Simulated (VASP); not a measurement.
Here is the system:

```yaml
crystal:
  lattice:
    - [1.83513, -3.17854, 0.00000]
    - [1.83513, 3.17854, 0.00000]
    - [0.00000, 0.00000, 7.81196]
  atoms:
    - { symbol: Hf, position: [0.00000, 0.00000, 0.00000] }
    - { symbol: S, position: [0.33333, 0.66667, 0.18484] }
    - { symbol: S, position: [0.66667, 0.33333, 0.81516] }
```

Level of theory: revPBE GGA, VASP's PBE PAW potentials (set 64) (plane waves; VASP). Numerical set-up: 520 eV cut-off, 8×8×3 Γ-centred mesh, tetrahedra with Blöchl corrections, potentials Hf_pv S.

The cores are frozen, which limits the accuracy of field gradients. Without a dispersion term in the relaxation, distances and binding between the weakly bound layers, chains or molecules are unreliable, and so is what depends on them.

Problem. Give the principal components of the electric field gradient (V/Å²) and the asymmetry η at each nucleus.

Solution. 
```tsv
atom	Vxx	Vyy	Vzz	η
Hf1	6.8	6.8	-13.7	0.00
S2	3.4	3.4	-6.8	0.00
S3	3.4	3.4	-6.8	0.00
```

The compound is HfS2 in the 1T layered structure. It was relaxed first, which changed the volume by +37 %.
